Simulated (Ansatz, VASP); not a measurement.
# Ge (Germanium) in two plane-wave programs

Wanted: the spread between two codes on one cell, functional and k mesh. The cell is taken from a series of runs on this material, whose earlier steps may have relaxed, scaled, displaced or heated it; both programs get it as it stands.

Program: Ansatz 0.2.0. Level of theory: plane waves, with VASP 6.6.1 beside it; zone-centre phonons at LDA. Results are calculated unless marked as measured.

**1. The starting structure**

It takes space group Imma (No. 74, orthorhombic). The conventional cell has a = 3.973 Å, b = 4.054 Å, c = 5.579 Å, α = 90.00°, β = 90.00°, γ = 90.00°. Ge has 4 Ge at 2.44 to 2.45 Å nearest.

Structure file:

```xyz
2
Lattice="0.0288 2.8381 2.7897 2.8381 0.0288 2.7897 2.8669 2.8669 0.0000" Properties=species:S:1:pos:R:3 pbc="T T T"
Ge    2.8669    2.8669    2.7975
Ge    4.3004    4.3004    4.1768
```

**2. VASP: zone-centre phonons, LDA**

Second derivatives magnify differences that forces hide, and they need a tight electronic threshold.

Lines of VASP's logs that name or quote its potential files are left out, and so is its time.

Input file INCAR:

```
SYSTEM = Ge
PREC = Accurate
ENCUT = 500
EDIFF = 1E-08
NELM = 120
ISMEAR = 1
SIGMA = 0.2
LREAL = .FALSE.
ALGO = Normal
GGA = CA
NBANDS = 20
LORBIT = 11
LWAVE = .FALSE.
LCHARG = .FALSE.
ISIF = 2
IBRION = 8
LASPH = .TRUE.
GGA_COMPAT = .FALSE.
KPAR = 2
```

Input file POSCAR:

```
Ge
1.0
    0.0288365974      2.8380889222      2.7897157814
    2.8380889222      0.0288365974      2.7897157814
    2.8669255195      2.8669255195     -0.0000000001
Ge
2
Direct
    0.5013918041      0.5013918041      0.4986081959
    0.7486081959      0.7486081959      0.7513918041
```

Input file KPOINTS:

```
Automatic mesh
0
Gamma
16 16 16
0 0 0
```

The projector-augmented-wave data sets are Ge_d (LDA family, release 64).

Launch:

```bash
> mpirun -np 2 vasp_std
```

Numbers of over 12 decimals in the logs are rounded to 6 here.

The log of the run:

```text
[banner, memory and clock lines left out]
running    2 mpi-ranks, on    1 nodes
 distrk:  each k-point on    1 cores,    2 groups
 distr:  one band on    1 cores,    1 groups

 POSCAR found type information on POSCAR Ge
 POSCAR found :  1 types and       2 ions
 LDA part: xc-table for (Slater(with rela. corr.)+CA(PZ))
 , standard interpolation
 POSCAR, INCAR and KPOINTS ok, starting setup
 FFT: planning ... GRIDC
 FFT: planning ... GRID_SOFT
 FFT: planning ... GRID
 WAVECAR not read
 entering main loop
       N       E                     dE             d eps       ncg     rms          rms(c)
DAV:   1     0.182391138415E+03    0.18239E+03   -0.14695E+04 26680   0.369E+03
DAV:   2     0.147680239696E+02   -0.16762E+03   -0.16312E+03 24908   0.582E+02
DAV:   3    -0.977403238300E+01   -0.24542E+02   -0.24353E+02 27968   0.143E+02
DAV:   4    -0.105503392136E+02   -0.77631E+00   -0.77572E+00 27896   0.299E+01
DAV:   5    -0.105629777752E+02   -0.12639E-01   -0.12638E-01 27804   0.414E+00    0.331E+00
DAV:   6    -0.104443975248E+02    0.11858E+00   -0.38651E-02 27540   0.171E+00    0.190E+00
DAV:   7    -0.103849645957E+02    0.59433E-01   -0.77515E-02 26052   0.209E+00    0.140E-01
DAV:   8    -0.103856345895E+02   -0.66999E-03   -0.56979E-03 28160   0.875E-01    0.474E-02
DAV:   9    -0.103856723783E+02   -0.37789E-04   -0.99360E-05 28928   0.107E-01    0.140E-02
DAV:  10    -0.103856694094E+02    0.29689E-05   -0.10850E-05 33776   0.480E-02    0.430E-03
DAV:  11    -0.103856693182E+02    0.91150E-07   -0.13652E-06 26764   0.867E-03    0.142E-03
DAV:  12    -0.103856693118E+02    0.64420E-08   -0.13976E-07 29024   0.360E-03    0.501E-04
DAV:  13    -0.103856693104E+02    0.14034E-08   -0.11660E-08 19924   0.109E-03
   1 F= -.10385669E+02 E0= -.10385712E+02  d E =0.127038E-03
 Linear response reoptimize wavefunctions to high precision
DAV:   1    -0.103856693107E+02   -0.34288E-09   -0.17679E-09 18812   0.410E-04
DAV:   2    -0.103856693108E+02   -0.33651E-10   -0.22405E-10 14580   0.184E-04
 Linear response DOF=           2
 Linear response progress:
  Degree of freedom:   1/  2
       N       E                     dE             d eps       ncg     rms          rms(c)
RMM:   1    -0.188219909059E+00   -0.18822E+00    0.84650E+00100484   0.447E+01
RMM:   2    -0.195699029612E+00   -0.74791E-02   -0.13324E-02132583   0.110E+00    0.753E-02
RMM:   3    -0.195764047095E+00   -0.65017E-04   -0.95810E-04140911   0.321E-01    0.432E-02
RMM:   4    -0.195714862390E+00    0.49185E-04   -0.62629E-05150247   0.821E-02    0.464E-03
RMM:   5    -0.195720767013E+00   -0.59046E-05   -0.44384E-06145191   0.191E-02    0.234E-03
RMM:   6    -0.195730866805E+00   -0.10100E-04   -0.43078E-07146835   0.518E-03    0.304E-04
RMM:   7    -0.195730101425E+00    0.76538E-06   -0.88994E-08151653   0.174E-03    0.191E-04
RMM:   8    -0.195729538426E+00    0.56300E-06    0.15646E-07153353   0.615E-04    0.400E-05
RMM:   9    -0.195729402364E+00    0.13606E-06   -0.16433E-07154386   0.278E-04    0.167E-05
RMM:  10    -0.195729517923E+00   -0.11556E-06    0.56565E-08155659   0.137E-04    0.555E-06
RMM:  11    -0.195729536896E+00   -0.18973E-07   -0.16325E-07157954   0.808E-05    0.297E-06
RMM:  12    -0.195729555888E+00   -0.18992E-07   -0.30784E-08168553   0.557E-05    0.158E-06
RMM:  13    -0.195729571827E+00   -0.15939E-07   -0.42743E-08194532   0.444E-05    0.165E-07
RMM:  14    -0.195729568869E+00    0.29577E-08   -0.12202E-08188508   0.386E-05    0.255E-07
 first order change of Fermi-energy   0.22971E-04
 force on displaced ion       1 direction 1 : -10.938   0.159  -0.000
 Linear response progress:
  Degree of freedom:   2/  2
       N       E                     dE             d eps       ncg     rms          rms(c)
RMM:   1    -0.188024324802E+00   -0.18802E+00    0.85603E+00 30246   0.449E+01
RMM:   2    -0.195526357683E+00   -0.75020E-02   -0.13677E-02 40442   0.110E+00    0.739E-02
RMM:   3    -0.195576499197E+00   -0.50142E-04   -0.92210E-04 42703   0.313E-01    0.424E-02
RMM:   4    -0.195522529553E+00    0.53970E-04   -0.63754E-05 45514   0.816E-02    0.477E-03
RMM:   5    -0.195528700094E+00   -0.61705E-05   -0.39391E-06 43825   0.188E-02    0.229E-03
RMM:   6    -0.195538617394E+00   -0.99173E-05   -0.23610E-07 44459   0.520E-03    0.341E-04
RMM:   7    -0.195538179603E+00    0.43779E-06   -0.21916E-08 45665   0.168E-03    0.201E-04
RMM:   8    -0.195537826276E+00    0.35333E-06   -0.53864E-09 46218   0.595E-04    0.421E-05
RMM:   9    -0.195537651302E+00    0.17497E-06   -0.47397E-09 43613   0.277E-04    0.151E-05
RMM:  10    -0.195537741225E+00   -0.89923E-07   -0.18389E-08 46165   0.139E-04    0.642E-06
RMM:  11    -0.195537756127E+00   -0.14902E-07   -0.18360E-08 47748   0.818E-05    0.311E-06
RMM:  12    -0.195537781745E+00   -0.25618E-07   -0.11844E-08 49905   0.578E-05    0.113E-06
RMM:  13    -0.195537787378E+00   -0.56326E-08    0.49016E-09 46568   0.469E-05    0.363E-07
 first order change of Fermi-energy   0.59478E+00
 force on displaced ion       1 direction 3 :  -0.000  -0.000 -10.999
 Linear response finished
```

Parts of OUTCAR (step 2):

```text
ion  position               nearest neighbor table
   1  0.501  0.501  0.499-   2 2.44   2 2.44   2 2.45   2 2.45
   2  0.749  0.749  0.751-   1 2.44   1 2.44   1 2.45   1 2.45

  LATTYP: Found a body centered orthorhombic cell.
 ALAT       =     3.9728827379
 B/A-ratio  =     1.0205297311
 C/A-ratio  =     1.4043786165

 Subroutine GETGRP returns: Found  8 space group operations
 (whereof  4 operations were pure point group operations)

The static configuration has the point symmetry C_2v.
 The point group associated with its full space group is D_2h.

 Found    621 irreducible k-points:

   k-points           NKPTS =    621   k-points in BZ     NKDIM =    621   number of bands    NBANDS=     20

   dimension x,y,z NGX =    30 NGY =   30 NGZ =   30
   dimension x,y,z NGXF=    60 NGYF=   60 NGZF=   60

   ENCUT  =  500.0 eV  36.75 Ry    6.06 a.u.   7.26  7.26  7.39*2*pi/ulx,y,z

   NELECT =      28.0000    total number of electrons

 k-points in reciprocal lattice and weights: Automatic mesh
   0.00000000  0.00000000  0.00000000       0.000
   0.06250000  0.00000000 -0.00000000       0.001
   0.12500000  0.00000000 -0.00000000       0.001
   0.18750000  0.00000000  0.00000000       0.001
   0.25000000  0.00000000 -0.00000000       0.001
   0.31250000  0.00000000  0.00000000       0.001
   0.37500000  0.00000000  0.00000000       0.001
   0.43750000 -0.00000000  0.00000000       0.001
   0.50000000  0.00000000 -0.00000000       0.000
[...]
0.25000000  0.25000000  0.50000000       0.000
  -0.25000000  0.25000000  0.50000000       0.000

 average (electrostatic) potential at core
       1 -75.3427       2 -75.3427

  Total       -0.3162603     -0.3162603      0.0211561     -0.3377957      0.0000000      0.0000000
  in kB      -11.2760807    -11.2760807      0.7543099    -12.0439137      0.0000000      0.0000000
  external PRESSURE =      -7.2659505 kB  Pullay stress =       0.0000000 kB

  energy-cutoff  :      500.00
  volume of cell :       44.94
      direct lattice vectors                 reciprocal lattice vectors
     0.028836597  2.838088922  2.789715781    -0.177983300  0.177983300  0.179229728
     2.838088922  0.028836597  2.789715781     0.177983300 -0.177983300  0.179229728
     2.866925520  2.866925520 -0.000000000     0.174402857  0.174402857 -0.179229728

 POSITION                                       TOTAL-FORCE (eV/Angst)
 -----------------------------------------------------------------------------------
      2.86693      2.86693      2.79748         0.000000      0.000000      0.000532
      4.30039      4.30039      4.17681        -0.000000     -0.000000     -0.000532
 -----------------------------------------------------------------------------------
    total drift:                                0.000000      0.000000      0.000000

 Eigenvectors and eigenvalues of the dynamical matrix
 ----------------------------------------------------

   1 f  =    8.643208 THz    54.306875 2PiTHz  288.306375 cm-1    35.745419 meV
             X         Y         Z           dx          dy          dz
      2.866926  2.866926  2.797481     0.500000   -0.500000   -0.000000
      4.300388  4.300388  4.176808    -0.500000    0.500000    0.000000

   2 f  =    8.605011 THz    54.066878 2PiTHz  287.032269 cm-1    35.587450 meV
             X         Y         Z           dx          dy          dz
      2.866926  2.866926  2.797481    -0.000000   -0.000000   -0.707107
      4.300388  4.300388  4.176808     0.000000    0.000000    0.707107

   3 f  =    8.518329 THz    53.522240 2PiTHz  284.140875 cm-1    35.228963 meV
             X         Y         Z           dx          dy          dz
      2.866926  2.866926  2.797481    -0.500000   -0.500000    0.000000
      4.300388  4.300388  4.176808     0.500000    0.500000   -0.000000

   4 f  =    0.000000 THz     0.000001 2PiTHz    0.000004 cm-1     0.000000 meV
             X         Y         Z           dx          dy          dz
      2.866926  2.866926  2.797481     0.004203    0.168370    0.686756
      4.300388  4.300388  4.176808     0.004203    0.168370    0.686756

   5 f/i=    0.000000 THz     0.000000 2PiTHz    0.000000 cm-1     0.000000 meV
             X         Y         Z           dx          dy          dz
      2.866926  2.866926  2.797481    -0.044832   -0.685323    0.168293
      4.300388  4.300388  4.176808    -0.044832   -0.685323    0.168293

   6 f/i=    0.000000 THz     0.000001 2PiTHz    0.000003 cm-1     0.000000 meV
             X         Y         Z           dx          dy          dz
      2.866926  2.866926  2.797481    -0.705672    0.044542   -0.006602
      4.300388  4.300388  4.176808    -0.705672    0.044542   -0.006602

 ELASTIC MODULI CONTR FROM IONIC RELAXATION (kBar)
 Direction    XX          YY          ZZ          XY          YZ          ZX
 --------------------------------------------------------------------------------
 XX          -0.1736     -0.1736     -0.3282      6.1406      0.0000     -0.0000
 YY          -0.1736     -0.1736     -0.3282      6.1406     -0.0000      0.0000
 ZZ          -0.3282     -0.3282     -0.6205     11.6094      0.0000      0.0000
 XY           6.1406      6.1406     11.6094   -217.2033      0.0000      0.0000
 YZ           0.0000     -0.0000      0.0000      0.0000   -217.0708     26.5220
 ZX          -0.0000      0.0000      0.0000      0.0000     26.5220   -198.3484
 --------------------------------------------------------------------------------
```

Energies printed during the response cycles are not total energies of the cell.

**3. Ansatz: zone-centre phonons, LDA**

Ansatz runs on its PAW soft_1 files.

The same cell, functional (in two slightly different forms), mesh and smearing now go to Ansatz, which takes its cutoff from its data sets.

Input file input.yaml:

```yaml
crystal:
  lattice:
    - [0.0288365974, 2.8380889222, 2.7897157814]
    - [2.8380889222, 0.0288365974, 2.7897157814]
    - [2.8669255195, 2.8669255195, -1.0e-10]
  atoms:
    - { symbol: Ge, position: [0.5013918041, 0.5013918041, 0.4986081959] }
    - { symbol: Ge, position: [0.7486081959, 0.7486081959, 0.7513918041] }
kpoints:
  mp_grid: { grid: [16, 16, 16] }
hamiltonian:
  xc: lda
  pseudopotentials: { kind: paw, azcp: { folder: soft_1 }, xc_functional: pbe }
scf:
  occupations: { method: methfessel_paxton, width: 0.2 }
output:
  eigenvalues: true
phonons:
  method: dfpt
```

Launch:

```bash
> ansatz run input.yaml --threads 4 --pin off --max-ram 10240MiB --backend cpu --events-out ev --progress --plain --runs-dir out
```

The log of the run:

```text
zone centre: on kpoints.mp_grid the ground state, and the responses unless they are solved on pairs of k-points, stand on 1098 of the mesh's 4096 k-points, reduced under 2 symmetry operations, with k and −k counted as one. Each operation leaves every solved displacement unchanged or reverses it
Engine: ansatz 0.2.0, aarch64-unknown-linux-gnu
Pseudopotentials: kind: paw
Pseudopotential: Ge, paw, valence charge 14, recommended cutoff 420 eV (normal), soft_1/Ge.paw.azcp
Functional definition: SPW92
  exchange = slater_x
  correlation = pw_c
Crystal: 2 atoms, lattice volume = 44.936 Å³
Basis set: ecut = 420 eV, 889 PW (Γ), exchange–correlation on 64×64×64 points (8 copies of the dense FFT grid, shifted against one another)
Bands: 18, of which v1, the nominal top of the filled ones, is band 14 counted from 1 (13 counted from 0)
Symmetry: 8 space group operations
k-points: 1098 of 4096 (irreducible under 2 space group operations, time reversal used)
Non-local potential: Ge, projectors of the file, l = 0: 2, l = 1: 2, l = 2: 3, l = 3: 1
PAW form: soft (Blöchl's): semilocal exchange-correlation on the pseudo side does not see the compensation charge
PAW frozen core: Ge, regenerated for the run's functional, and the local potential with it (the file was generated under x = pbe(κ = 0.804, μ = 0.219515), c = pbe(β = 0.066725))
PAW one-centre angular grid: Ge, 590 points (default); XC on 64 Gauss nodes
Initial density: superposition of atomic densities (chi_scale 0.1, normalization cell)
Initial wavefunctions: pseudopotential atomic-orbital guess
Functional: x = slater, c = lda
SCF iter   1: F=—  HF=-8431.582359 eV  |F-HF|=—  |Δ(HF+E_count)|=         —  Δρ=3.49e-2  dr2=5.02e-1  ethr=3.10e-3  ⟨swp⟩=5.1  Hψ=89501  notcnv=0
preconditioner: auto → Kerker (q_TF=auto, 2.521 Å⁻¹)  [metal: Δε(μ)=0.069 eV  Ē_g=23.433 eV  σ=0.200 eV  W_gap=0.29  n_scr=14 (ndim 8)  ℏωp=29.3 eV  f_vac=0.000  D(μ)=0.04/eV (n_scr^D=0)]
SCF iter   2: F=—  HF=-8431.520459 eV  |F-HF|=—  |Δ(HF+E_count)|=   6.19e-2  S|Δr|=    0.00e0  Δρ=2.28e-2  dr2=2.50e-1  ethr=1.79e-3  ⟨swp⟩=1.0  Hψ=28552  notcnv=0
SCF iter   3: F=—  HF=-8431.449608 eV  |F-HF|=—  |Δ(HF+E_count)|=   7.09e-2  S|Δr|=    0.00e0  Δρ=3.86e-3  dr2=1.15e-2  ethr=8.93e-4  ⟨swp⟩=2.0  Hψ=28206  notcnv=0
SCF iter   4: F=—  HF=-8431.448378 eV  |F-HF|=—  |Δ(HF+E_count)|=   1.23e-3  S|Δr|=    0.00e0  Δρ=2.30e-3  dr2=3.41e-3  ethr=4.11e-5  ⟨swp⟩=2.0  Hψ=30875  notcnv=0
SCF iter   5: F=—  HF=-8431.448023 eV  |F-HF|=—  |Δ(HF+E_count)|=   3.55e-4  S|Δr|=    0.00e0  Δρ=6.74e-4  dr2=1.28e-4  ethr=1.22e-5  ⟨swp⟩=2.0  Hψ=35140  notcnv=0
SCF iter   6: F=—  HF=-8431.447993 eV  |F-HF|=—  |Δ(HF+E_count)|=   3.05e-5  S|Δr|=    0.00e0  Δρ=1.18e-4  dr2=3.90e-6  ethr=4.56e-7  ⟨swp⟩=2.0  Hψ=34331  notcnv=0
SCF iter   7: F=—  HF=-8431.447998 eV  |F-HF|=—  |Δ(HF+E_count)|=   5.31e-6  S|Δr|=    0.00e0  Δρ=3.08e-5  dr2=3.13e-7  ethr=1.39e-8  ⟨swp⟩=2.0  Hψ=34940  notcnv=0
SCF iter   8: F=—  HF=-8431.447998 eV  |F-HF|=—  |Δ(HF+E_count)|=   4.77e-7  S|Δr|=    0.00e0  Δρ=6.31e-6  dr2=1.83e-8  ethr=1.12e-9  ⟨swp⟩=2.0  Hψ=34596  notcnv=0
SCF iter   9: F=—  HF=-8431.447998 eV  |F-HF|=—  |Δ(HF+E_count)|=   1.79e-8  S|Δr|=    0.00e0  Δρ=1.46e-6  dr2=1.60e-9  ethr=6.55e-11  ⟨swp⟩=3.0  Hψ=35668  notcnv=0
SCF iter  10: F=—  HF=-8431.447998 eV  |F-HF|=—  |Δ(HF+E_count)|=  4.11e-10  S|Δr|=    0.00e0  Δρ=3.44e-7  dr2=9.66e-11  ethr=5.73e-12  ⟨swp⟩=2.0  Hψ=23145  notcnv=0
SCF iter  11: F=-8431.447998 eV  HF=-8431.447998 eV  |F-HF|=3.64e-12  |Δ(HF+E_count)|=  1.09e-11  S|Δr|=    0.00e0  Δρ=1.08e-7  dr2=4.89e-12  ethr=1.00e-12  ⟨swp⟩=5.3  Hψ=75150  notcnv=0
SCF 1 converged in 11 iterations: F = -8431.447998 eV  dr2 = 4.89e-12
  greatest PAW one-centre occupation: 0.998 electrons in one spin orbital (limit 2), on the Ge atom at site 1 (counted from 0), in its partial waves of l = 2
DFPT response loops at Γ: preconditioner auto → Kerker (q_TF=auto, 2.521 Å⁻¹) (partly filled bands, converged f_vac=0.060); β = 1.00, the filter's whole step (`scf.mixing.beta` (0.50) is not read by the response loops under this deck's `scf.mixing.preconditioner`; to damp them name `kerker` or `kerker_dos`, under which they read `scf.mixing.beta`, and type it under 1.00, their step now; both keys bind the ground state too); Broyden in place of MSR1
SCF converged after 11 iterations
Stability not checked: this state was not tested for a lower state beside it, because cold or Methfessel-Paxton smearing, or corrected tetrahedra, fill the levels in a way that the test cannot read (fill_not_monotonic; see scf.lower_state_search)
Free energy (F): -8431.447998 eV
Harris-Foulkes:  -8431.447998 eV  (|F-HF|=3.64e-12)
Internal energy: -8431.448120 eV  (E = F + TS)
E sigma→0 (E₀):  -8431.448029 eV
Entropy (-TS):   0.000122 eV (0.061 meV/atom)
Fermi energy:    8.335277 eV
--- Per-component energies (eV) ---
  E_band       = -308.843116
  E_kinetic    = 186.816531
  E_local      = -4500.234546  (includes V_loc(G=0)·N_el)
  E_nonlocal   = 441.907309
  E_hartree    = 2142.339819
  E_xc         = -143.034437
  E_vxc        = -131.517727  (∫ρ·V_xc dr)
  E_paw        = -3868.966308  (= ΣΔE_a)
  E_vpaw       = -590.494311  (= ΣTr[D̂ρ^β])
  E_aug_tail   = 0.000032  (compensation charges beyond the density's cutoff)
  E_ewald      = -2694.093173
  E_core_change = 3.816653  (= ΣΔE_core)
  E_smearing   = 0.000122  (= −TS)
  E_closure    = 0.000000  (closes the sum)
  Σ components = -8431.447998   (vs F -8431.447998, Δ=0.00e0)
--- Band table (eV; the first three rows and the last of 1098) ---
  k-point 0: bands = [... 10 lower, -4.5418, 8.1935, 8.2031, 8.3704, 8.4111, 10.7927, 10.8226, 10.9888]
  k-point 1: bands = [... 10 lower, -4.4945, 7.0697, 8.2513, 8.2708, 9.0861, 10.9232, 11.0130, 11.1154]
  k-point 2: bands = [... 10 lower, -4.3537, 5.8441, 8.0246, 8.0299, 9.3301, 11.2235, 11.4198, 11.7348]
  k-point 1097: bands = [... 10 lower, -0.6338, -0.5318, 5.0324, 5.2739, 8.7348, 9.0560, 17.7351, 17.8677]
--- Phonons (Γ-DFPT): 2 representative perturbations + reference, on 1098 of 4096 k-points (Σ response iterations 6) ---
  k mesh reduced under 2 symmetry operations, with k and −k counted as one. Each operation leaves every solved displacement unchanged or reverses it
  ASR residual: 6.758e-6 → 0.000e0 eV/Å²; symmetrization residual: 4.572e-9 eV/Å²
  ASR residual per site (eV/Å²): 6.76e-6 6.76e-6
  Γ frequencies (cm⁻¹): 0.00 0.00 0.00 282.30 285.10 285.30
  non-analytic LO–TO correction: not included (Born effective charges unavailable; polar crystals: no LO–TO splitting at Γ)
```

**4. Comparison**

Known differences besides the potentials themselves: the two LDA forms differ slightly; the cutoff is 420 eV in Ansatz and 500 eV in VASP; VASP's log shows a relativistic correction to its local exchange, Ansatz's none. Total energies have different zeros and are not compared.

Both answers:

| quantity | Ansatz | VASP | difference |
| --- | --- | --- | --- |
| optical mode 1 (cm⁻¹) | 282.3 | 284.1 | -0.65 % |
| optical mode 2 (cm⁻¹) | 285.1 | 287.0 | -0.67 % |
| optical mode 3 (cm⁻¹) | 285.3 | 288.3 | -1.04 % |

Modes are paired by rising frequency, not by their patterns, so a pair may set unlike modes beside each other; they are those without the splitting of longitudinal modes.

**5. Results**

* r.m.s. difference of the optical zone-centre modes, each program's sorted by frequency (zone-centre phonons, LDA): 2.3 cm⁻¹
* difference in optical mode 3 (zone-centre phonons, LDA): -1.0 %

What this shows: The r.m.s. difference of the optical zone-centre modes, each program's sorted by frequency is 2.3 cm⁻¹ (zone-centre phonons, LDA). Among the rows given in per cent, the largest difference of the zone-centre phonons, LDA pair is in optical mode 3, -1.0 %. How closely two codes agree says nothing of how well the functional describes the real material.

[Lines on the potential files, build, host, timing and source positions are cut from VASP's logs without a mark.]

[Logs are printed without paths, hosts, clocks, repeated set-up lines and the standing remarks that a program may print on its own settings, such as how far it seeks lower states.]

[Hosts, paths, dates, database ids (printed as entryN), source tags and the programs' standing remarks are cut or masked in the printed files.]
